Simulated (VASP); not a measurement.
A run of VASP 6.6.1 is set up as follows.

INCAR

```
SYSTEM = LiY3
ALGO = Normal ; EDIFF = 1E-6
ENCUT = 520 ; GGA = PE
ISIF = 2 ; ISMEAR = -1
LASPH = .TRUE. ; LCHARG = .FALSE.
LDAU = .TRUE. ; LDAUJ = 0 0
LDAUL = 2 -1 ; LDAUPRINT = 1
LDAUTYPE = 2 ; LDAUU = 3 0
LMAXMIX = 4 ; LREAL = .FALSE.
LWAVE = .FALSE. ; NBANDS = 26
NELM = 100 ; PREC = Accurate
SIGMA = 0.05
```

KPOINTS

```
k-points
0
G
  6 6 6
  0 0 0
```

File POSCAR:

```
LiY3
1.0
   -2.3671900000      2.3671900000      5.3266430000
    2.3671900000     -2.3671900000      5.3266430000
    2.3671900000      2.3671900000     -5.3266430000
Y Li
3 1
Direct
    0.5000000000      0.5000000000      0.0000000000
    0.2500000000      0.7500000000      0.5000000000
    0.7500000000      0.2500000000      0.5000000000
    0.0000000000      0.0000000000      0.0000000000
```

Potentials or basis: VASP PAW PBE potentials, release 64 (Y_sv, Li_sv).

Launch:

```console
$ cat potpaw_PBE.64/Y_sv/POTCAR potpaw_PBE.64/Li_sv/POTCAR > POTCAR
$ mpirun -np 1 vasp_std > vasp.out
```

(1) Estimate the band gap on the k mesh.

Answers

(1) none (metal or under the smearing width).

Caveat: U without spin polarisation on a metal has little footing; the U is typed as a test and isn't derived for this compound.
